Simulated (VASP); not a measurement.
Level of theory: optB88-vdW, VASP's PBE PAW potentials (set 64) (plane waves; VASP 6.6.1).

The input files of a VASP run:

File KPOINTS:
```
Automatic mesh
0
Gamma
11 11 3
0 0 0
```

INCAR:
```
! general
SYSTEM   = La
PREC     = Accurate
ENCUT    = 520
LREAL    = .FALSE.
LASPH    = .TRUE.

! electronic loop
EDIFF    = 1E-7
NELM     = 100
ALGO     = Normal
LMAXMIX  = 6

! smearing
ISMEAR   = -5

! functional
GGA      = BO
LUSE_VDW = .TRUE.
AGGAC    = 0.0
PARAM1   = 0.1833333333
PARAM2   = 0.22

! ions
ISIF     = 2

! output
LWAVE    = .FALSE.
LCHARG   = .TRUE.
LORBIT   = 11
NEDOS    = 601

! other
LEFG     = .TRUE.
```

### POSCAR
```
La
1
    1.8683123665    -3.2360121637     0.0000000000
    1.8683123665     3.2360121637     0.0000000000
    0.0000000000     0.0000000000    11.9513573417
La
4
Direct
  0.0000000000   0.0000000000   0.5000000000
  0.0000000000   0.0000000000   0.0000000000
  0.3333330000   0.6666670000   0.2500000000
  0.6666670000   0.3333330000   0.7500000000
```

POTCAR, in this order: La (PBE.64 set). Program: vasp_std.

Output of the run:

File OUTCAR:
```
 ion  position               nearest neighbor table
   1  0.000  0.000  0.500-
   2  0.000  0.000  0.000-
   3  0.333  0.667  0.250-
   4  0.667  0.333  0.750-
  LATTYP: Found a hexagonal cell.
 ALAT       =     3.7366249240
 C/A-ratio  =     3.1984364460
 Subroutine PRICEL returns:
 Original cell was already a primitive cell.
 Subroutine GETGRP returns: Found 24 space group operations
The static configuration has the point symmetry D_3d.
 The point group associated with its full space group is D_6h.
The dynamic configuration has the point symmetry D_3d.
 Subroutine INISYM returns: Found 24 space group operations
 Subroutine IBZKPT returns following result:
 Found     32 irreducible k-points:

 Following reciprocal coordinates:
            Coordinates               Weight
  0.000000  0.000000  0.000000      1.000000
  0.090909 -0.000000  0.000000      6.000000
  0.181818 -0.000000  0.000000      6.000000
  0.272727 -0.000000  0.000000      6.000000
  0.363636 -0.000000  0.000000      6.000000
  0.454545 -0.000000  0.000000      6.000000
  0.090909  0.090909  0.000000      6.000000
  0.181818  0.090909  0.000000     12.000000
  0.272727  0.090909  0.000000     12.000000
  0.363636  0.090909  0.000000     12.000000
  0.454545  0.090909  0.000000      6.000000
  0.181818  0.181818  0.000000      6.000000
  0.272727  0.181818  0.000000     12.000000
  0.363636  0.181818  0.000000     12.000000
  0.272727  0.272727  0.000000      6.000000
  0.363636  0.272727  0.000000      6.000000
  0.000000  0.000000  0.333333      2.000000
  0.090909 -0.000000  0.333333     12.000000
  0.181818 -0.000000  0.333333     12.000000
  0.272727 -0.000000  0.333333     12.000000
  0.363636 -0.000000  0.333333     12.000000
  0.454545 -0.000000  0.333333     12.000000
  0.090909  0.090909  0.333333     12.000000
  0.181818  0.090909  0.333333     24.000000
  0.272727  0.090909  0.333333     24.000000
  0.363636  0.090909  0.333333     24.000000
  0.454545  0.090909  0.333333     12.000000
  0.181818  0.181818  0.333333     12.000000
  0.272727  0.181818  0.333333     24.000000
  0.363636  0.181818  0.333333     24.000000
  0.272727  0.272727  0.333333     12.000000
  0.363636  0.272727  0.333333     12.000000
   k-points           NKPTS =     32   k-points in BZ     NKDIM =     32   number of bands    NBANDS=     26
   number of dos      NEDOS =    601   number of ions     NIONS =      4
   total plane-waves  NPLWV =  70560
   dimension x,y,z NGX =    28 NGY =   28 NGZ =   90
   dimension x,y,z NGXF=    56 NGYF=   56 NGZF=  180
   ions per type =               4
   PREC   = accura    normal or accurate (medium, high low for compatibility)
   ISTART =      0    job   : 0-new  1-cont  2-samecut
   ICHARG =      2    charge: 1-file 2-atom 10-const
   ISPIN  =      1    spin polarized calculation?
   LNONCOLLINEAR =      F non collinear calculations
   LSORBIT =      F    spin-orbit coupling
   INIWAV =      1    electr: 0-lowe 1-rand  2-diag
   ENCUT  =  520.0 eV  38.22 Ry    6.18 a.u.   6.95  6.95 22.22*2*pi/ulx,y,z
   NELM   =    100;   NELMIN=  2; NELMDL= -5     # of ELM steps
   EDIFF  = 0.1E-06   stopping-criterion for ELM
   LREAL  =      F    real-space projection
   NLSPLINE    = F    spline interpolate recip. space projectors
   LMAXMIX     =    6 max onsite mixed and CHGCAR
   VOSKOWN=      0    Vosko Wilk Nusair interpolation
   EDIFFG = 0.1E-05   stopping-criterion for IOM
   NSW    =      0    number of steps for IOM
   NBLOCK =      1;   KBLOCK =      1    inner block; outer block
...
```

OSZICAR:
```
       N       E                     dE             d eps       ncg     rms          rms(c)
DAV:   1     0.580529822108E+03    0.58053E+03   -0.15091E+04  1672   0.234E+03
DAV:   2     0.132297180422E+03   -0.44823E+03   -0.44241E+03  2536   0.446E+02
DAV:   3     0.688244015092E+01   -0.12541E+03   -0.12456E+03  3040   0.280E+02
DAV:   4    -0.800761590370E+01   -0.14890E+02   -0.14692E+02  3072   0.101E+02
DAV:   5    -0.995215830394E+01   -0.19445E+01   -0.18977E+01  3248   0.328E+01    0.536E+00
DAV:   6    -0.102676255699E+02   -0.31547E+00   -0.25771E+00  3256   0.119E+01    0.295E+00
DAV:   7    -0.103634570553E+02   -0.95831E-01   -0.50077E-01  3000   0.517E+00    0.671E-01
DAV:   8    -0.103737019716E+02   -0.10245E-01   -0.64041E-02  3224   0.176E+00    0.310E-01
DAV:   9    -0.103762983793E+02   -0.25964E-02   -0.11773E-02  2992   0.654E-01    0.151E-01
DAV:  10    -0.103764855350E+02   -0.18716E-03   -0.38174E-03  2960   0.409E-01    0.219E-02
DAV:  11    -0.103765199496E+02   -0.34415E-04   -0.42999E-04  3200   0.142E-01    0.134E-02
DAV:  12    -0.103765300206E+02   -0.10071E-04   -0.58803E-05  3280   0.407E-02    0.567E-03
DAV:  13    -0.103765314440E+02   -0.14234E-05    0.83143E-07  2560   0.156E-02    0.193E-03
DAV:  14    -0.103765318661E+02   -0.42209E-06    0.43072E-06  1888   0.860E-03    0.722E-04
DAV:  15    -0.103765320423E+02   -0.17618E-06    0.21677E-06  1680   0.608E-03    0.200E-04
DAV:  16    -0.103765320558E+02   -0.13451E-07    0.90389E-07  1648   0.502E-03
   1 F= -.10376532E+02 E0= -.10376532E+02  d E =0.000000E+00
```

OUTCAR:
```
------------------------ aborting loop because EDIFF is reached ----------------------------------------
  FORCE on cell =-STRESS in cart. coord.  units (eV):
  Direction    XX          YY          ZZ          XY          YZ          ZX
  --------------------------------------------------------------------------------------
  Total        0.1666533      0.1666533     -0.1321805      0.0000000      0.0000000      0.0000000
  in kB        1.8476409      1.8476411     -1.4654500      0.0000000      0.0000000      0.0000000
  external PRESSURE =       0.7432773 kB  Pullay stress =       0.0000000 kB
  volume of cell :      144.51
      direct lattice vectors                 reciprocal lattice vectors
     1.868312367 -3.236012164  0.000000000     0.267621201 -0.154511162  0.000000000
     1.868312367  3.236012164  0.000000000     0.267621201  0.154511162  0.000000000
     0.000000000  0.000000000 11.951357342     0.000000000  0.000000000  0.083672504
 POSITION                                       TOTAL-FORCE (eV/Angst)
 -----------------------------------------------------------------------------------
      0.00000      0.00000      5.97568        -0.000000      0.000000     -0.000000
      0.00000      0.00000      0.00000        -0.000000     -0.000000     -0.000000
      1.86831      1.07867      2.98784         0.000000     -0.000000     -0.000000
      1.86831     -1.07867      8.96352        -0.000000      0.000000      0.000000
 -----------------------------------------------------------------------------------
    total drift:                               -0.000000     -0.000000      0.000000
  FREE ENERGIE OF THE ION-ELECTRON SYSTEM (eV)
  ---------------------------------------------------
  free  energy   TOTEN  =       -10.3765320558 eV

  energy  without entropy=      -10.3765320558  energy(sigma->0) =      -10.37653206

 total charge

# of ion       s       p       d       f       tot
--------------------------------------------------
    1        2.046   5.548   0.921   0.099   8.613
    2        2.046   5.548   0.921   0.099   8.613
    3        2.048   5.554   0.913   0.091   8.606
    4        2.048   5.554   0.913   0.091   8.606
--------------------------------------------------
tot          8.187  22.204   3.668   0.379  34.438

 Electric field gradients after diagonalization (V/A^2)
 (convention: |V_zz| > |V_xx| > |V_yy|)
----------------------------------------------------------------------
 ion       V_xx      V_yy      V_zz     asymmetry (V_yy - V_xx)/ V_zz
----------------------------------------------------------------------
   1     -12.522   -12.522    25.044       0.000
   2     -12.522   -12.522    25.044       0.000
   3     -17.387   -17.385    34.772       0.000
   4     -17.387   -17.385    34.772       0.000
```
(Selected blocks of OUTCAR.)

**OUTCAR**
```
 val. band max:        8.1716198816   @ k =   0.0909   0.0909   0.3333

 cond. band min:       8.0769260286   @ k =   0.3636   0.1818   0.0000


 Fermi energy:         8.1300129672

 k-point     1 :       0.0000    0.0000    0.0000
  band No.  band energies     occupation
      1     -24.8383      2.00000
      2     -24.7278      2.00000
      3     -24.7204      2.00000
      4     -24.6056      2.00000
      5      -9.2574      2.00000
      6      -8.5396      2.00000
      7      -8.5393      2.00000
      8      -7.9681      2.00000
      9      -7.9681      2.00000
     10      -7.8703      2.00000
     11      -7.8703      2.00000
     12      -7.8585      2.00000
     13      -7.8585      2.00000
     14      -7.7576      2.00000
     15      -7.7576      2.00000
     16      -7.7187      2.00000
     17       4.9502      2.00000
     18       6.2808      2.00000
     19       6.2900      2.00000
     20       6.3167      2.00000
     21       8.5966      0.00000
     22       8.7468      0.00000
     23       9.3028      0.00000
     24       9.3365      0.00000
     25       9.3426      0.00000
     26       9.4046      0.00000

 k-point     2 :       0.0909   -0.0000    0.0000
  band No.  band energies     occupation
      1     -24.8241      2.00000
      2     -24.7174      2.00000
      3     -24.7100      2.00000
      4     -24.5993      2.00000
      5      -9.2207      2.00000
      6      -8.5539      2.00000
      7      -8.5533      2.00000
      8      -8.0598      2.00000
      9      -7.9979      2.00000
     10      -7.9332      2.00000
     11      -7.9254      2.00000
     12      -7.8911      2.00000
     13      -7.8792      2.00000
     14      -7.8511      2.00000
     15      -7.7688      2.00000
     16      -7.7349      2.00000
     17       5.1747      2.00000
     18       6.4884      2.00000
     19       6.4908      2.00000
     20       6.5273      2.00000
     21       8.3209      0.01348
     22       8.5698      0.00000
...
```

For a metal the tetrahedron method with Blöchl corrections gives inexact stress and forces.

The compound is La in the dhcp structure. It was relaxed first.
